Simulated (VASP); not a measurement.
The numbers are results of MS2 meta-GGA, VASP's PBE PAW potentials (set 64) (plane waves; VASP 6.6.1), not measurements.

A VASP calculation is set up with these files.

File POSCAR:
```
CdSe
1
    2.1691263242    -3.7570367590     0.0000000000
    2.1691263242     3.7570367590     0.0000000000
    0.0000000000     0.0000000000     7.0661432765
Cd Se
2 2
Direct
  0.6666670000   0.3333330000   0.5000154205
  0.3333330000   0.6666670000   0.0000154205
  0.6666670000   0.3333330000   0.8759845795
  0.3333330000   0.6666670000   0.3759845795
```

KPOINTS:
```
Regular mesh
0
G
  6 6 3
```

### INCAR
```
SYSTEM = CdSe
PREC = Accurate
ENCUT = 520
EDIFF = 1E-7
NELM = 100
ALGO = Normal
LREAL = .FALSE.
LASPH = .TRUE.
ISMEAR = 0
SIGMA = 0.05
METAGGA = MS2
LMIXTAU = .TRUE.
LMAXMIX = 4
LWAVE = .FALSE.
LCHARG = .FALSE.
ISIF = 4
IBRION = 2
NSW = 30
EDIFFG = -0.01
```

POTCAR, in this order: Cd Se (PBE.64 set). Program: vasp_std.

Output of the run:

### OSZICAR
```
       N       E                     dE             d eps       ncg     rms          rms(c)
DAV:   1     0.223805497609E+03    0.22381E+03   -0.16008E+04   616   0.139E+03
DAV:   2    -0.211871349384E+02   -0.24499E+03   -0.23950E+03   676   0.341E+02
DAV:   3    -0.355985002316E+02   -0.14411E+02   -0.14337E+02   736   0.840E+01
DAV:   4    -0.357248898407E+02   -0.12639E+00   -0.12636E+00   670   0.821E+00
DAV:   5    -0.357258298278E+02   -0.93999E-03   -0.93987E-03   766   0.625E-01    0.187E+01
DAV:   6    -0.122165745356E+02    0.23509E+02   -0.58023E+01   628   0.106E+02    0.128E+01
DAV:   7    -0.814845982821E+01    0.40681E+01   -0.36674E+00   616   0.193E+01    0.777E+00
DAV:   8    -0.104946974242E+02   -0.23462E+01   -0.58372E+00   616   0.265E+01    0.438E+00
DAV:   9    -0.678248230157E+01    0.37122E+01   -0.21370E+00   616   0.158E+01    0.107E+00
DAV:  10    -0.566082577286E+01    0.11217E+01   -0.14878E+00   616   0.121E+01    0.133E+00
DAV:  11    -0.677969398775E+01   -0.11189E+01   -0.79183E-01   616   0.918E+00    0.155E+00
DAV:  12    -0.681861850093E+01   -0.38925E-01   -0.38331E-02   676   0.241E+00    0.840E-01
DAV:  13    -0.684022785023E+01   -0.21609E-01   -0.17959E-02   628   0.150E+00    0.417E-01
DAV:  14    -0.684117195066E+01   -0.94410E-03   -0.21692E-03   714   0.463E-01    0.253E-01
DAV:  15    -0.684305736227E+01   -0.18854E-02   -0.10379E-03   628   0.314E-01    0.101E-01
DAV:  16    -0.684347984633E+01   -0.42248E-03   -0.44669E-04   646   0.209E-01    0.765E-02
DAV:  17    -0.684328243183E+01    0.19741E-03   -0.15744E-04   628   0.137E-01    0.311E-02
DAV:  18    -0.684356465858E+01   -0.28223E-03   -0.33161E-04   616   0.223E-01    0.222E-02
DAV:  19    -0.684356867825E+01   -0.40197E-05   -0.81665E-06   748   0.289E-02    0.129E-02
DAV:  20    -0.684357241665E+01   -0.37384E-05   -0.11543E-06   670   0.104E-02    0.724E-03
DAV:  21    -0.684357351217E+01   -0.10955E-05   -0.13429E-06   664   0.862E-03    0.106E-03
DAV:  22    -0.684357395956E+01   -0.44739E-06   -0.12288E-07   476   0.313E-03    0.739E-04
DAV:  23    -0.684357437329E+01   -0.41373E-06   -0.35824E-08   368   0.147E-03    0.296E-04
DAV:  24    -0.684357455626E+01   -0.18297E-06   -0.29573E-08   362   0.175E-03    0.125E-04
DAV:  25    -0.684357466018E+01   -0.10392E-06   -0.52022E-09   362   0.620E-04    0.170E-04
DAV:  26    -0.684357460568E+01    0.54503E-07   -0.18318E-09   350   0.529E-04
   1 F= -.68435746E+01 E0= -.68435746E+01  d E =-.684357E+01
       N       E                     dE             d eps       ncg     rms          rms(c)
DAV:   1    -0.684365919115E+01   -0.84531E-04   -0.79031E-03   622   0.637E-01    0.593E-02
DAV:   2    -0.684360726057E+01    0.51931E-04   -0.19301E-04   706   0.121E-01    0.279E-02
DAV:   3    -0.684359421456E+01    0.13046E-04   -0.41706E-05   646   0.517E-02    0.119E-02
DAV:   4    -0.684358656680E+01    0.76478E-05   -0.20394E-05   640   0.423E-02    0.526E-03
DAV:   5    -0.684358718349E+01   -0.61670E-06   -0.20454E-05   628   0.452E-02    0.587E-03
DAV:   6    -0.684359430108E+01   -0.71176E-05   -0.49066E-06   628   0.224E-02    0.567E-04
DAV:   7    -0.684359462023E+01   -0.31915E-06   -0.26083E-07   698   0.460E-03    0.704E-04
DAV:   8    -0.684359453514E+01    0.85087E-07   -0.28735E-08   344   0.173E-03
   2 F= -.68435945E+01 E0= -.68435945E+01  d E =-.199295E-04
```

File OUTCAR:
```
------------------------ aborting loop because EDIFF is reached ----------------------------------------
  FORCE on cell =-STRESS in cart. coord.  units (eV):
  Direction    XX          YY          ZZ          XY          YZ          ZX
  --------------------------------------------------------------------------------------
  Total       -0.0053191     -0.0053191     -0.0041223      0.0000000      0.0000000      0.0000000
  in kB       -0.0739950     -0.0739949     -0.0573459      0.0000000      0.0000000      0.0000000
  external PRESSURE =      -0.0684453 kB  Pullay stress =       0.0000000 kB
  volume of cell :      115.17
      direct lattice vectors                 reciprocal lattice vectors
     2.168583430 -3.756096439 -0.000000000     0.230565259 -0.133116923  0.000000000
     2.168583430  3.756096439  0.000000000     0.230565259  0.133116923  0.000000000
     0.000000000  0.000000000  7.069681669     0.000000000 -0.000000000  0.141449085
  FREE ENERGIE OF THE ION-ELECTRON SYSTEM (eV)
  ---------------------------------------------------
  free  energy   TOTEN  =        -6.8435945351 eV

  energy  without entropy=       -6.8435945351  energy(sigma->0) =       -6.84359454

 reached required accuracy - stopping structural energy minimisation
```
(Selected blocks of OUTCAR.)

**CONTCAR**
```
CdSe
   1.00000000000000
     2.1685834298435047   -3.7560964386009164   -0.0000000000000000
     2.1685834298435047    3.7560964386009164    0.0000000000000000
     0.0000000000000000    0.0000000000000000    7.0696816685523585
  Cd              Se
     2     2
Direct
     0.6666669999999968    0.3333330000000032    0.4999669605075611
     0.3333330000000032    0.6666669999999968    0.9999669605075611
     0.6666669999999968    0.3333330000000032    0.8760330394924366
     0.3333330000000032    0.6666669999999968    0.3760330394924366
```

File OUTCAR:
```
 val. band max:        0.5354982279   @ k =   0.0000   0.0000   0.0000

 cond. band min:       1.5102952431   @ k =   0.0000   0.0000   0.0000


 Fermi energy:         0.7598425274

 k-point     1 :       0.0000    0.0000    0.0000
  band No.  band energies     occupation
      1     -12.1544      2.00000
      2     -11.7929      2.00000
      3      -7.2772      2.00000
      4      -7.2711      2.00000
      5      -7.2709      2.00000
      6      -7.2040      2.00000
      7      -7.2037      2.00000
      8      -6.9426      2.00000
      9      -6.9425      2.00000
     10      -6.8831      2.00000
     11      -6.8830      2.00000
     12      -6.6264      2.00000
     13      -3.7013      2.00000
     14      -0.2055      2.00000
     15      -0.2055      2.00000
     16       0.4947      2.00000
     17       0.5355      2.00000
     18       0.5355      2.00000
     19       1.5103      0.00000
     20       3.0410      0.00000
     21       6.6597      0.00000
     22       6.6597      0.00000

 k-point     2 :       0.1667    0.0000    0.0000
  band No.  band energies     occupation
      1     -12.0757      2.00000
      2     -11.7577      2.00000
      3      -7.2525      2.00000
      4      -7.2428      2.00000
      5      -7.2066      2.00000
      6      -7.1654      2.00000
      7      -7.1639      2.00000
      8      -6.9562      2.00000
      9      -6.9414      2.00000
     10      -6.9058      2.00000
     11      -6.8778      2.00000
     12      -6.5808      2.00000
     13      -3.5383      2.00000
     14      -1.1934      2.00000
     15      -0.7709      2.00000
     16      -0.5135      2.00000
     17       0.2945      2.00000
     18       0.3484      2.00000
     19       2.7545      0.00000
     20       3.9622      0.00000
     21       6.0106      0.00000
     22       7.0264      0.00000

 k-point     3 :       0.3333   -0.0000    0.0000
  band No.  band energies     occupation
      1     -11.9037      2.00000
...
```

The compound is CdSe in the wurtzite structure. This run relaxes it. Symmetry was kept, so distortions that lower it aren't found.
